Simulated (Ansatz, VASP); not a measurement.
**C (amorphous carbon): VASP beside Ansatz**

Wanted: the spread between two codes on one cell, functional and k mesh. The cell is taken from a series of runs on this material, whose earlier steps may have relaxed, scaled, displaced or heated it; both programs get it as it stands.

Program: Ansatz 0.2.0. Level of theory: plane waves, with VASP 6.6.1 beside it; single point at PBE. Results are calculated unless marked as measured.

**1. Starting point**

The cell holds 160 atoms: 160 C. Cell: a = 12.341 Å, b = 12.341 Å, c = 12.341 Å, α = 90.0°, β = 90.0°, γ = 90.0°. As first built, before any earlier steps moved the atoms (in the runner's words): 160 atoms (160 C) placed at random at 1.7 g/cm^3, melted at 6000 K for 10 ps at fixed volume with the LCBOP (Los and Fasolino, Phys. Rev. B 68, 024107 (2003)). Quenched from 4800 K to 100 K at 500 K/ps and fixed volume, held 5 ps.

**2. Ansatz: single point, PBE**

Ansatz runs on its default PAW (the set named soft_2) files.

With cell and atoms fixed, the geometry can't cause a difference; cores, projectors, grids and the points listed under the comparison can.

input.yaml reads:

```yaml
crystal:
  lattice:
    - [12.3406, 0.0, 0.0]
    - [0.0, 12.3406, 0.0]
    - [0.0, 0.0, 12.3406]
  atoms:
    - { symbol: C, position: [0.27621, 0.77974, 0.66626] }
    - { symbol: C, position: [0.73202, 0.86912, 0.03234] }
    - { symbol: C, position: [0.73884, 0.92068, 0.74209] }
    - { symbol: C, position: [0.63849, 0.97168, 0.703] }
    - { symbol: C, position: [0.88883, 0.06891, 0.4711] }
    - { symbol: C, position: [0.17582, 0.19577, 0.2608] }
    - { symbol: C, position: [0.46558, 0.36906, 0.72683] }
    - { symbol: C, position: [0.84934, 0.18331, 0.02436] }
    - { symbol: C, position: [0.35699, 0.52464, 0.02419] }
    - { symbol: C, position: [0.50807, 0.61506, 0.81477] }
    - { symbol: C, position: [0.60466, 0.15386, 0.64236] }
    - { symbol: C, position: [0.76718, 0.1659, 0.10228] }
    - { symbol: C, position: [0.7395, 0.83052, 0.92067] }
    - { symbol: C, position: [0.16726, 0.79431, 0.36136] }
    - { symbol: C, position: [0.56146, 0.2704, 0.4879] }
    - { symbol: C, position: [0.05582, 0.75769, 0.65591] }
    - { symbol: C, position: [0.93712, 0.2919, 0.85157] }
    - { symbol: C, position: [0.72099, 0.78263, 0.10966] }
    - { symbol: C, position: [0.89163, 0.71649, 0.29426] }
    - { symbol: C, position: [0.39831, 0.62813, 0.59915] }
    - { symbol: C, position: [0.35106, 0.40844, 0.00639] }
    - { symbol: C, position: [0.4277, 0.99944, 0.40063] }
    - { symbol: C, position: [0.40725, 0.4026, 0.44512] }
    - { symbol: C, position: [0.28456, 0.20434, 0.22442] }
    - { symbol: C, position: [0.42861, 0.69309, 0.78429] }
    - { symbol: C, position: [0.75753, 0.55264, 0.17576] }
    - { symbol: C, position: [0.33604, 0.44055, 0.5352] }
    - { symbol: C, position: [0.08661, 0.26968, 0.60162] }
    - { symbol: C, position: [0.09551, 0.80975, 0.97007] }
    - { symbol: C, position: [0.56776, 0.13586, 0.75757] }
[... 124 atom lines left out ...]
    - { symbol: C, position: [0.36152, 0.72555, 0.28507] }
    - { symbol: C, position: [0.32494, 0.21997, 0.75712] }
    - { symbol: C, position: [0.29595, 0.35435, 0.60719] }
    - { symbol: C, position: [0.1035, 0.26679, 0.20136] }
    - { symbol: C, position: [0.36876, 0.30578, 0.68446] }
    - { symbol: C, position: [0.67639, 0.89504, 0.46783] }
kpoints:
  mp_grid: { grid: [1, 1, 1] }
hamiltonian:
  xc: pbe
scf:
  occupations: { method: gaussian, width: 0.05 }
output:
  forces: true
```

Launch:

```
$ ansatz run input.yaml --threads 4 --pin off --max-ram 8192MiB --backend cpu --events-out ev --progress --plain --runs-dir out
```

Numbers of over 12 decimals in the logs are rounded to 6 here.

What it wrote:

```text
Engine: ansatz 0.2.0, x86_64-unknown-linux-gnu
Pseudopotentials: kind: paw
Pseudopotential: C, paw, valence charge 4, recommended cutoff 420 eV (normal), C.paw.azcp
Functional definition: PBE
  parameter kappa = 0.804
  parameter beta = 0.066725
  exchange = pbe_x(kappa = kappa, mu = beta*pi^2/3)
  correlation = pbe_c(beta = beta)
Crystal: 160 atoms, lattice volume = 1879.355 Å³
Basis set: ecut = 420 eV, 36785 PW (Γ), exchange–correlation on 180×180×180 points (8 copies of the dense FFT grid, shifted against one another)
Bands: 480, of which v1, the nominal top of the filled ones, is band 320 counted from 1 (319 counted from 0)
Symmetry: 1 space group operations
Space group: P1 (ITA 1), of the structure as read, at distance tolerance 1.2e-4 Å
k-points: 1
Non-local potential: C, projectors of the file, l = 0: 2, l = 1: 2, l = 2: 1
PAW form: soft (Blöchl's): semilocal exchange-correlation on the pseudo side does not see the compensation charge
PAW one-centre angular grid: C, 110 points (default); XC on 64 Gauss nodes
Initial density: superposition of atomic densities (neutral atoms: chi_scale 0, normalization atom), corrected by the library's trained network
Initial wavefunctions: pseudopotential atomic-orbital guess
Functional: x = pbe(κ = 0.804, μ = 0.219515), c = pbe(β = 0.066725)
SCF iter   1: F=—  HF=-39992.210405 eV  |F-HF|=—  |Δ(HF+E_count)|=         —  Δρ=1.38e-2  dr2=1.08e1  ethr=1.77e-3  ⟨swp⟩=6.0  Hψ=2117  notcnv=0  defer=99
preconditioner: auto → LDOS  [metal: Δε(μ)=0.029 eV  Ē_g=13.266 eV  σ=0.050 eV  W_gap=0.32  n_scr=388 (ndim 8)  ℏωp=21.7 eV  f_vac=0.179  D(μ)=58.48/eV (n_scr^D=436)  β→1.0]
SCF iter   2: F=—  HF=-39991.380674 eV  |F-HF|=—  |Δ(HF+E_count)|=   8.30e-1  Δρ=6.37e-3  dr2=1.42e0  ethr=1.69e-3  ⟨swp⟩=2.0  Hψ=560  notcnv=0  defer=149
SCF iter   3: F=—  HF=-39991.260016 eV  |F-HF|=—  |Δ(HF+E_count)|=   1.21e-1  Δρ=2.22e-3  dr2=1.68e-1  ethr=2.22e-4  ⟨swp⟩=2.0  Hψ=575  notcnv=0  defer=40
automatic band count: iteration 3 solves 371 bands in place of 480: the levels show a gap, and the empty bands left out lie too high to hold charge; the band table lists the bands solved (type scf.n_extra_bands for more)
SCF iter   4: F=—  HF=-39991.247277 eV  |F-HF|=—  |Δ(HF+E_count)|=   1.27e-2  Δρ=9.22e-4  dr2=2.83e-2  ethr=2.62e-5  ⟨swp⟩=2.0  Hψ=619  notcnv=0  defer=40
SCF iter   5: F=—  HF=-39991.245372 eV  |F-HF|=—  |Δ(HF+E_count)|=   1.90e-3  Δρ=4.48e-4  dr2=6.99e-3  ethr=4.42e-6  ⟨swp⟩=3.0  Hψ=734  notcnv=0  defer=40
SCF iter   6: F=—  HF=-39991.244937 eV  |F-HF|=—  |Δ(HF+E_count)|=   4.35e-4  Δρ=2.17e-4  dr2=1.47e-3  ethr=1.09e-6  ⟨swp⟩=2.0  Hψ=415  notcnv=0  defer=40
SCF iter   7: F=—  HF=-39991.244875 eV  |F-HF|=—  |Δ(HF+E_count)|=   6.21e-5  Δρ=1.10e-4  dr2=3.32e-4  ethr=2.29e-7  ⟨swp⟩=2.0  Hψ=599  notcnv=0  defer=40
SCF iter   8: F=—  HF=-39991.244813 eV  |F-HF|=—  |Δ(HF+E_count)|=   6.19e-5  Δρ=5.51e-5  dr2=9.08e-5  ethr=5.18e-8  ⟨swp⟩=2.0  Hψ=618  notcnv=0  defer=40
SCF iter   9: F=—  HF=-39991.248491 eV  |F-HF|=—  |Δ(HF+E_count)|=   3.68e-3  Δρ=2.91e-5  dr2=2.58e-5  ethr=1.42e-8  ⟨swp⟩=2.0  Hψ=426  notcnv=0  defer=40
SCF iter  10: F=—  HF=-39991.248490 eV  |F-HF|=—  |Δ(HF+E_count)|=   8.56e-7  Δρ=1.51e-5  dr2=7.66e-6  ethr=4.04e-9  ⟨swp⟩=2.0  Hψ=405  notcnv=0  defer=40
SCF iter  11: F=—  HF=-39991.248490 eV  |F-HF|=—  |Δ(HF+E_count)|=   3.00e-7  Δρ=7.56e-6  dr2=2.03e-6  ethr=1.20e-9  ⟨swp⟩=2.0  Hψ=563  notcnv=0  defer=40
SCF iter  12: F=—  HF=-39991.248490 eV  |F-HF|=—  |Δ(HF+E_count)|=   8.03e-8  Δρ=3.77e-6  dr2=5.51e-7  ethr=3.18e-10  ⟨swp⟩=2.0  Hψ=567  notcnv=0  defer=40
SCF iter  13: F=—  HF=-39991.248490 eV  |F-HF|=—  |Δ(HF+E_count)|=   2.34e-8  Δρ=1.99e-6  dr2=1.54e-7  ethr=8.61e-11  ⟨swp⟩=2.0  Hψ=439  notcnv=0  defer=40
SCF iter  14: F=-39991.248490 eV  HF=-39991.248490 eV  |F-HF|=2.98e-8  |Δ(HF+E_count)|=   4.96e-9  Δρ=9.96e-7  dr2=3.73e-8  ethr=1.56e-11  ⟨swp⟩=3.0  Hψ=1000  notcnv=0
SCF 1 converged in 14 iterations: F = -39991.248490 eV  dr2 = 3.73e-8
  greatest PAW one-centre occupation: 0.688 electrons in one spin orbital (limit 2), on the C atom at site 43 (counted from 0), in its partial waves of l = 0
SCF converged after 14 iterations
Free energy (F): -39991.248490 eV
Harris-Foulkes:  -39991.248490 eV  (|F-HF|=2.98e-8)
Internal energy: -39991.172196 eV  (E = F + TS)
E sigma→0 (E₀):  -39991.210343 eV
Entropy (-TS):   -0.076294 eV (-0.477 meV/atom)
Fermi energy:    3.906989 eV
--- Per-component energies (eV) ---
  E_band       = -2889.296916
  E_kinetic    = 14077.444429
  E_local      = -39610.487486  (includes V_loc(G=0)·N_el)
  E_nonlocal   = 4302.885018
  E_hartree    = 14333.775472
  E_xc         = -7521.816609
  E_vxc        = -9300.772808  (∫ρ·V_xc dr)
  E_paw        = -15844.761420  (= ΣΔE_a)
  E_vpaw       = -1025.918450  (= ΣTr[D̂ρ^β])
  E_aug_tail   = 0.001138  (compensation charges beyond the density's cutoff)
  E_ewald      = -9728.212738
  E_smearing   = -0.076294  (= −TS)
  E_closure    = -0.000000  (closes the sum)
  Σ components = -39991.248490   (vs F -39991.248490, Δ=0.00e0)
--- Forces (eV/Å), atoms counted from 1 ---
  atom   1  C     -0.57476278    -0.09986622     0.10005498
  atom   2  C      0.74285400     0.47810602     0.42357381
  atom   3  C     -2.21974499     1.52221287    -2.58887678
  atom   4  C      1.13273177     0.36891869     0.16907714
  atom   5  C     -2.83846921    -0.11783965    -0.18684927
  atom   6  C      0.69262814    -1.47574923     0.03701215
  atom   7  C     -0.26972252     0.46819449     0.43443105
  atom   8  C      1.86634047     1.30734155    -0.90754240
  atom   9  C     -0.83055427     0.51183658    -1.41885365
  atom  10  C      0.52890418    -0.64621010    -1.53451218
  atom  11  C      0.79189630     0.80705997    -0.01071627
  atom  12  C     -1.12424343     0.71061693     1.95628690
  atom  13  C     -0.39412191     0.19717498     0.25975863
  atom  14  C      0.37067397     0.12112521    -0.18405594
  atom  15  C      1.56134027    -1.14718685    -3.15509141
  atom  16  C     -1.00464171    -1.18724411    -0.33701454
  atom  17  C     -0.61558520     0.33889123     0.62048177
  atom  18  C      0.85182579     1.17881344    -0.76449082
  atom  19  C     -1.44399599     0.69937258    -0.02640774
  atom  20  C     -1.12103773    -1.99649351    -0.79643142
  atom  21  C     -0.94273942     1.81791500    -0.40447435
  atom  22  C      0.08533233    -0.89999500     0.89215702
  atom  23  C     -1.44316342     1.79163401     1.62461349
  atom  24  C     -0.61551579     0.30025802    -0.95878448
[...]
atom 153  C      1.91655217    -0.04078977    -0.87385847
  atom 154  C      1.81414567     0.14631686     0.11221120
  atom 155  C     -3.33320223     1.42184084     1.53984351
  atom 156  C     -0.09665369    -1.68392436     0.70580955
  atom 157  C     -0.66834279    -1.82677523     0.96735625
  atom 158  C      0.55695742     0.66293351    -1.15429429
  atom 159  C     -0.53167081    -0.45976093    -0.17951489
  atom 160  C      2.03229120    -1.82043080     1.11743291
  max |Σ_I F_I| component: 2.44e-5 eV/Å
```

Reading the cycles: dr2 is the Hartree energy of the density residual (eV), the measure of convergence; HF is the Harris–Foulkes estimate of the energy, which meets the free energy F at convergence.

**3. VASP: single point, PBE**

The same cell, functional, mesh and smearing now go to VASP, with its own data sets.

Lines of VASP's logs that name or quote its potential files are left out, and so is its time.

INCAR reads:

```
SYSTEM = C
PREC = Accurate
ENCUT = 520
EDIFF = 1E-06
NELM = 120
ISMEAR = 0
SIGMA = 0.05
LREAL = Auto
ALGO = Normal
GGA = PE
NBANDS = 432
LORBIT = 11
LWAVE = .FALSE.
LCHARG = .FALSE.
ISIF = 2
LASPH = .TRUE.
GGA_COMPAT = .FALSE.
```

POSCAR reads:

```
C
1.0
   12.3406000000      0.0000000000      0.0000000000
    0.0000000000     12.3406000000      0.0000000000
    0.0000000000      0.0000000000     12.3406000000
C
160
Direct
    0.2762100000      0.7797400000      0.6662600000
    0.7320200000      0.8691200000      0.0323400000
    0.7388400000      0.9206800000      0.7420900000
    0.6384900000      0.9716800000      0.7030000000
    0.8888300000      0.0689100000      0.4711000000
    0.1758200000      0.1957700000      0.2608000000
    0.4655800000      0.3690600000      0.7268300000
    0.8493400000      0.1833100000      0.0243600000
    0.3569900000      0.5246400000      0.0241900000
    0.5080700000      0.6150600000      0.8147700000
    0.6046600000      0.1538600000      0.6423600000
    0.7671800000      0.1659000000      0.1022800000
    0.7395000000      0.8305200000      0.9206700000
    0.1672600000      0.7943100000      0.3613600000
    0.5614600000      0.2704000000      0.4879000000
    0.0558200000      0.7576900000      0.6559100000
    0.9371200000      0.2919000000      0.8515700000
    0.7209900000      0.7826300000      0.1096600000
    0.8916300000      0.7164900000      0.2942600000
    0.3983100000      0.6281300000      0.5991500000
    0.3510600000      0.4084400000      0.0063900000
    0.4277000000      0.9994400000      0.4006300000
    0.4072500000      0.4026000000      0.4451200000
    0.2845600000      0.2043400000      0.2244200000
    0.4286100000      0.6930900000      0.7842900000
    0.7575300000      0.5526400000      0.1757600000
    0.3360400000      0.4405500000      0.5352000000
    0.0866100000      0.2696800000      0.6016200000
    0.0955100000      0.8097500000      0.9700700000
    0.5677600000      0.1358600000      0.7575700000
[... 124 atom lines left out ...]
    0.3615200000      0.7255500000      0.2850700000
    0.3249400000      0.2199700000      0.7571200000
    0.2959500000      0.3543500000      0.6071900000
    0.1035000000      0.2667900000      0.2013600000
    0.3687600000      0.3057800000      0.6844600000
    0.6763900000      0.8950400000      0.4678300000
```

KPOINTS reads:

```
Automatic mesh
0
Gamma
1 1 1
0 0 0
```

PAW data sets: C (PBE family, release 64).

Launch:

```
$ export OMP_NUM_THREADS=4
$ mpirun -np 1 vasp_gam
```

What it wrote:

```text
[banner, memory and clock lines left out]
running    1 mpi-ranks, on    1 nodes
[...]
Offloading initialized ...    1 GPUs detected
[...]
LDA part: xc-table for (Slater+PW92), standard interpolation
 POSCAR, INCAR and KPOINTS ok, starting setup
[...]
entering main loop
       N       E                     dE             d eps       ncg     rms          rms(c)
DAV:   1     0.465598494060E+04    0.46560E+04   -0.35376E+05   872   0.142E+03
DAV:   2    -0.900317917305E+03   -0.55563E+04   -0.52594E+04  1120   0.327E+02
DAV:   3    -0.137307532165E+04   -0.47276E+03   -0.45825E+03  1008   0.965E+01
DAV:   4    -0.138948218497E+04   -0.16407E+02   -0.16223E+02  1096   0.190E+01
[...]
DAV:  23    -0.131706433736E+04    0.12504E-04   -0.11925E-05  1000   0.624E-03    0.618E-03
DAV:  24    -0.131706433499E+04    0.23685E-05   -0.33907E-06   696   0.326E-03    0.340E-03
DAV:  25    -0.131706433498E+04    0.78580E-08   -0.11797E-06   640   0.205E-03
   1 F= -.13170643E+04 E0= -.13170263E+04  d E =-.760992E-01
```

From OUTCAR (step 3):

```text
  FREE ENERGIE OF THE ION-ELECTRON SYSTEM (eV)
  ---------------------------------------------------
  free  energy   TOTEN  =     -1317.0643349839 eV

  energy  without entropy=    -1316.9882357920  energy(sigma->0) =    -1317.02628539
```

The gap is under twice the smearing width, so the edge states are partly filled and the run can't tell a small gap from a semimetal.

**4. Side by side**

Known differences besides the potentials themselves: the cutoff is 420 eV in Ansatz and 520 eV in VASP (PREC = Accurate, projectors in real space). Total energies have different zeros and are not compared.

Forces on 10 of the 160 atoms, those with the largest forces and the largest differences (eV/Å; atoms numbered as in POSCAR):

| atom | Ansatz x, y, z | VASP x, y, z |
| --- | --- | --- |
| C36 | 2.500, -3.402, 2.971 | 2.518, -3.384, 2.971 |
| C48 | 4.219, -2.447, -0.738 | 4.218, -2.441, -0.735 |
| C61 | -0.642, -4.490, 2.192 | -0.650, -4.462, 2.191 |
| C86 | 2.146, 3.523, -2.344 | 2.123, 3.513, -2.335 |
| C100 | 0.978, -2.035, -4.057 | 0.988, -2.037, -4.062 |
| C131 | -1.891, 0.471, 5.487 | -1.892, 0.482, 5.478 |
| C140 | -1.204, -0.325, -0.113 | -1.177, -0.335, -0.093 |
| C148 | 4.052, 1.071, 2.208 | 4.071, 1.088, 2.206 |
| C156 | -0.097, -1.684, 0.706 | -0.093, -1.717, 0.691 |
| C158 | 0.557, 0.663, -1.154 | 0.533, 0.669, -1.177 |

The forces differ by 11 meV/Å r.m.s., which is 0.7 % of the r.m.s. force of 1.435 eV/Å (both taken over all components).

**5. What came out**

```
r.m.s. force difference (single point, PBE) : 0.73 % of the r.m.s. force
```

The r.m.s. force difference is 0.73 % of the r.m.s. force (single point, PBE), within the 3 % picked in this series as the mark of a large difference. How closely two codes agree says nothing of how well the functional describes the real material.

[Lines on the potential files, build, host, timing and source positions are cut from VASP's logs without a mark.]

[Logs are printed without paths, hosts, clocks, repeated set-up lines and the standing remarks that a program may print on its own settings, such as how far it seeks lower states.]

[Hosts, paths, dates, database ids (printed as entryN), source tags and the programs' standing remarks are cut or masked in the printed files.]
